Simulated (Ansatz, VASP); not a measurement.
**Two plane-wave programs on BiAs**

```
Bi As
1.0
     3.62973    0.00000    0.00000
     0.00000    3.62973    0.00000
     0.00000    0.00000    3.62973
Bi As
1 1
Direct
  0.00000 0.00000 0.00000
  0.50000 0.50000 0.50000
```

Alike in both runs: functional PBEsol; k mesh 12 × 12 × 12; occupations fermi-dirac, width 0.08 eV; no spin polarisation.

Ansatz relaxed the structure, and its values are those at the end. VASP's run is a single point on that final structure, the one shown.

|  | VASP | Ansatz |
| --- | --- | --- |
| version | VASP 6.6.1 | Ansatz 0.2.0 |
| potentials or method | VASP PAW PBE potentials, release 64 (Bi_d, As) | PAW with Ansatz's default frozen-core files, scalar-relativistic |
| plane-wave cutoff (eV) | 520 | 420 |
| valence electrons in the cell | 20 | 30 |

```csv
,VASP,Ansatz,Ansatz less VASP
pressure (GPa),0.0,0.0,-0.03
```

The two sets of potentials don't hold the same shells in valence.

Caveats: the PAW data sets were made with another functional, which shifts forces and pressure a little (VASP).
